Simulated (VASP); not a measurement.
```
CELL_PARAMETERS angstrom
      1.54030    -2.66788     0.00000
      1.54030     2.66788     0.00000
      0.00000     0.00000     3.47991
ATOMIC_POSITIONS crystal
  Mg 0.00000 0.00000 0.00000
  B  0.33333 0.66667 0.50000
  B  0.66667 0.33333 0.50000
```

These are optB86b-vdW, VASP's PBE PAW potentials (set 64) (plane waves; VASP 6.6.1) values and carry that method's errors. Numerical set-up: 520 eV cut-off, Gaussian smearing of 0.050 eV, potentials Mg B.

Problem. Give the energies of bands 1 to 6 at the high-symmetry points, in eV from the Fermi level.

Solution. 
```csv
band,Γ,M,K,A,L,H
1,-12.41,-8.53,-7.26,-11.08,-7.50,-6.32
2,-2.79,-7.81,-7.26,-7.39,-6.86,-6.31
3,0.36,-2.17,-5.82,0.76,-3.54,-5.12
4,0.36,0.34,1.92,0.76,-1.86,-1.99
5,1.96,3.24,1.92,6.68,-1.24,-1.99
6,6.34,3.93,6.41,6.68,5.83,3.74
```

It has no gap at this level: it comes out as a metal or semimetal.

The compound is MgB2 in the AlB2 type structure. It was relaxed first.
